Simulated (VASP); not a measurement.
# GaB (P4/mmm) in VASP: further runs, part 2 of 2

VASP 6.6.1. Earlier steps stand in the parts before.

## Step 3: Band structure, PBE

Contents of POSCAR:

```
GaB
1.0
    2.7182400000      0.0000000000      0.0000000000
    0.0000000000      2.7182400000      0.0000000000
    0.0000000000      0.0000000000      3.2362100000
Ga B
1 1
Direct
    0.5000000000      0.5000000000      0.5000000000
    0.0000000000      0.0000000000      0.0000000000
```

Contents of INCAR.step1:

```
PREC     = Accurate       # precision mode
ENCUT    = 520            # plane-wave cutoff, eV
EDIFF    = 1E-6           # SCF threshold, eV
ISMEAR   = -1             # smearing method
SIGMA    = 0.05           # smearing width, eV
LREAL    = False          # projectors in reciprocal space
LASPH    = True           # aspherical terms in the spheres
NELM     = 60             # most SCF steps
ALGO     = Normal         # electronic algorithm
ISIF     = 2              # what is computed and relaxed
LWAVE    = False          # write WAVECAR
LCHARG   = True           # write CHGCAR
GGA      = PE             # functional
```

Contents of KPOINTS.step1:

```
regular mesh
0
Gamma
  10 10 8
```

Contents of INCAR.step2:

```
PREC     = Accurate       # precision mode
ENCUT    = 520            # plane-wave cutoff, eV
EDIFF    = 1E-6           # SCF threshold, eV
ISMEAR   = 0              # smearing method
SIGMA    = 0.05           # smearing width, eV
LREAL    = False          # projectors in reciprocal space
LASPH    = True           # aspherical terms in the spheres
NELM     = 60             # most SCF steps
ALGO     = Normal         # electronic algorithm
ISIF     = 2              # what is computed and relaxed
LWAVE    = False          # write WAVECAR
LCHARG   = False          # write CHGCAR
GGA      = PE             # functional
ICHARG   = 11             # starting density
```

Contents of KPOINTS.step2:

```
path GXMGZRAZ,XR,MA
20
line-mode
reciprocal
 0.0000000000  0.0000000000  0.0000000000  G
 0.0000000000  0.5000000000  0.0000000000  X

 0.0000000000  0.5000000000  0.0000000000  X
 0.5000000000  0.5000000000  0.0000000000  M

 0.5000000000  0.5000000000  0.0000000000  M
 0.0000000000  0.0000000000  0.0000000000  G

 0.0000000000  0.0000000000  0.0000000000  G
 0.0000000000  0.0000000000  0.5000000000  Z

 0.0000000000  0.0000000000  0.5000000000  Z
 0.0000000000  0.5000000000  0.5000000000  R

 0.0000000000  0.5000000000  0.5000000000  R
 0.5000000000  0.5000000000  0.5000000000  A

 0.5000000000  0.5000000000  0.5000000000  A
 0.0000000000  0.0000000000  0.5000000000  Z

 0.0000000000  0.5000000000  0.0000000000  X
 0.0000000000  0.5000000000  0.5000000000  R

 0.5000000000  0.5000000000  0.0000000000  M
 0.5000000000  0.5000000000  0.5000000000  A
```

Potentials or basis: VASP PAW PBE potentials, release 64 (Ga_d, B).

Command:

```console
$ cat potpaw_PBE.64/Ga_d/POTCAR potpaw_PBE.64/B/POTCAR > POTCAR
$ cp INCAR.step1 INCAR
$ cp KPOINTS.step1 KPOINTS
$ mpirun -np 1 vasp_std > vasp.out
$ cp INCAR.step2 INCAR
$ cp KPOINTS.step2 KPOINTS
$ mpirun -np 1 vasp_std > vasp.out
```

OUTCAR:

```text
PREC = Accurate
   ENCUT = 520
   EDIFF = 1E-6
   ISMEAR = 0
   LREAL = False
   LASPH = True
   NELM = 60
   ISIF = 2
   GGA = PE
   ICHARG = 11

 ion  position               nearest neighbor table
   1  0.500  0.500  0.500-   2 2.51   2 2.51   2 2.51   2 2.51   2 2.51   2 2.51   2 2.51   2 2.51

   2  0.000  0.000  0.000-   1 2.51   1 2.51   1 2.51   1 2.51   1 2.51   1 2.51   1 2.51   1 2.51

  LATTYP: Found a simple tetragonal cell.
 ALAT       =     2.7182400000
 C/A-ratio  =     1.1905534463

  Lattice vectors:

 A1 = (   2.7182400000,   0.0000000000,   0.0000000000)
 A2 = (   0.0000000000,   2.7182400000,   0.0000000000)
 A3 = (   0.0000000000,   0.0000000000,   3.2362100000)

Analysis of symmetry for initial positions (statically):
=====================================================================
 Subroutine PRICEL returns:
 Original cell was already a primitive cell.

 Routine SETGRP: Setting up the symmetry group for a
 simple tetragonal supercell.

 Subroutine GETGRP returns: Found 16 space group operations
 (whereof 16 operations were pure point group operations)
 out of a pool of 16 trial point group operations.

The static configuration has the point symmetry D_4h.

Analysis of symmetry for dynamics (positions and initial velocities):
=====================================================================
 Subroutine PRICEL returns:
 Original cell was already a primitive cell.

 Routine SETGRP: Setting up the symmetry group for a
 simple tetragonal supercell.

 Subroutine GETGRP returns: Found 16 space group operations
 (whereof 16 operations were pure point group operations)
 out of a pool of 16 trial point group operations.

The dynamic configuration has the point symmetry D_4h.

 Subroutine INISYM returns: Found 16 space group operations
 (whereof 16 operations are pure point group operations),
 and found     1 'primitive' translations

----------------------------------------------------------------------------------------

                                     Primitive cell

[... 113 lines left out ...]
   LRPA    =     F    only Hartree local field effects (RPA)
 non-spin polarized calculation
 Gauss-broadening in eV      SIGMA  =   0.05
  energy-cutoff  :      520.00
  volume of cell :       23.91
 maximum number of plane-waves:       660

 number of electron      16.0000024 magnetization

 Free energy of the ion-electron system (eV)
  ---------------------------------------------------
  ext. energy  EPLUGINS =         0.00000000
  ---------------------------------------------------
  free energy    TOTEN  =        -6.82424726 eV

  energy without entropy =       -6.82336371  energy(sigma->0) =       -6.82380548

 E-fermi :   6.9476     XC(G=0): -11.9002

 val. band max:        6.9453479362   @ k =   0.3684   0.5000   0.0000
 cond. band min:       6.9781767620   @ k =   0.2895   0.2895   0.5000
 fundamental gap:      0.0328288258
 Fermi energy:         6.9475525094

 k-point     1 :       0.0000    0.0000    0.0000
  band No.  band energies     occupation
      1      -8.4150      2.00000
      2      -8.2562      2.00000
      3      -7.9456      2.00000
      4      -7.9456      2.00000
      5      -7.8998      2.00000
      6      -6.4392      2.00000
      7       5.2213      2.00000
      8       8.7877      0.00000
      9       9.5843      0.00000
     10       9.5843      0.00000
     11      16.0473      0.00000
     12      16.4576      0.00000
[... 331 lines left out ...]
 k-point    24 :       0.0789    0.5000    0.0000
  band No.  band energies     occupation
      1      -8.2565      2.00000
      2      -8.1646      2.00000
      3      -8.0817      2.00000
      4      -7.9982      2.00000
      5      -7.9377      2.00000
      6      -1.6029      2.00000
      7      -1.2341      2.00000
      8       8.8533      0.00000
      9      11.2780      0.00000
     10      12.3265      0.00000
     11      12.5692      0.00000
     12      12.6312      0.00000

 [... further k-points ...]

------------------------ aborting loop because EDIFF is reached ----------------------------------------

  FORCE on cell =-STRESS in cart. coord.  units (eV):
  Direction    XX          YY          ZZ          XY          YZ          ZX
  --------------------------------------------------------------------------------------
  -------------------------------------------------------------------------------------
  Total        2.7374880      2.7374880     -2.4079990      0.0000000      0.0000000      0.0000000
  in kB      183.4216141    183.4216141   -161.3446611      0.0000000      0.0000000      0.0000000
  external PRESSURE =      68.4995223 kB  Pullay stress =       0.0000000 kB

 VOLUME and BASIS-vectors are now :
 -----------------------------------------------------------------------------
  energy-cutoff  :      520.00
  volume of cell :       23.91
      direct lattice vectors                 reciprocal lattice vectors
     2.718240000  0.000000000  0.000000000     0.367885102  0.000000000  0.000000000
     0.000000000  2.718240000  0.000000000     0.000000000  0.367885102  0.000000000
     0.000000000  0.000000000  3.236210000     0.000000000  0.000000000  0.309003433

 POSITION                                       TOTAL-FORCE (eV/Angst)
 -----------------------------------------------------------------------------------
      1.35912      1.35912      1.61810         0.000000      0.000000      0.000000
      0.00000      0.00000      0.00000         0.000000      0.000000      0.000000
 -----------------------------------------------------------------------------------
    total drift:                                0.000000      0.000000      0.000000

  FREE ENERGIE OF THE ION-ELECTRON SYSTEM (eV)
  ---------------------------------------------------
  free  energy   TOTEN  =        -6.8242472636 eV

  energy  without entropy=       -6.8233637054  energy(sigma->0) =       -6.82380548
```

It took 48 s on 1 thread of AMD EPYC 7R13 (Zen 3), shared host; peak memory 0.13 GiB.

What came out:

| Item | Value |
| --- | --- |
| Band gap along the path | none (metal or under the smearing width) |

Levels at the corners of the path, in eV from the Fermi level:
```
point  band 4  band 5  band 6  band 7  band 8  band 9  band 10  band 11  band 12
    Γ  -14.82  -14.77  -13.31   -1.65    1.92    2.71     2.71     9.18     9.59
    X  -14.88  -14.80   -8.60   -8.22    1.92    5.08     5.53     5.54     5.61
    X  -14.88  -14.80   -8.60   -8.22    1.92    5.08     5.53     5.54     5.61
    M  -14.87  -14.62   -4.45   -4.45   -3.52   -1.93     3.29     7.69     7.69
    M  -14.87  -14.62   -4.45   -4.45   -3.52   -1.93     3.29     7.69     7.69
    Γ  -14.82  -14.77  -13.31   -1.65    1.92    2.71     2.71     9.18     9.59
    Γ  -14.82  -14.77  -13.31   -1.65    1.92    2.71     2.71     9.18     9.59
    Z  -14.86  -14.77   -9.91   -9.81    4.35    4.35     7.99     9.63     9.63
    Z  -14.86  -14.77   -9.91   -9.81    4.35    4.35     7.99     9.63     9.64
    R  -14.83  -14.72   -5.44   -5.30   -5.04   -4.20     5.48    10.27    11.96
    R  -14.83  -14.72   -5.44   -5.30   -5.04   -4.20     5.48    10.27    11.96
    A  -14.73  -14.62   -1.99   -1.30   -1.30   -0.39     0.15     0.15     1.34
    A  -14.73  -14.62   -1.99   -1.30   -1.30   -0.39     0.15     0.15     1.34
    Z  -14.86  -14.77   -9.91   -9.81    4.35    4.35     7.99     9.63     9.63
    X  -14.88  -14.80   -8.60   -8.22    1.92    5.08     5.53     5.54     5.61
    R  -14.83  -14.72   -5.44   -5.30   -5.04   -4.20     5.48    10.27    11.96
    M  -14.87  -14.62   -4.45   -4.45   -3.52   -1.93     3.29     7.69     7.69
    A  -14.73  -14.62   -1.99   -1.30   -1.30   -0.39     0.15     0.15     1.34
```

Caveat: the log is that of the step along the path at fixed density, whose energy, stress, charges and moments have no meaning.
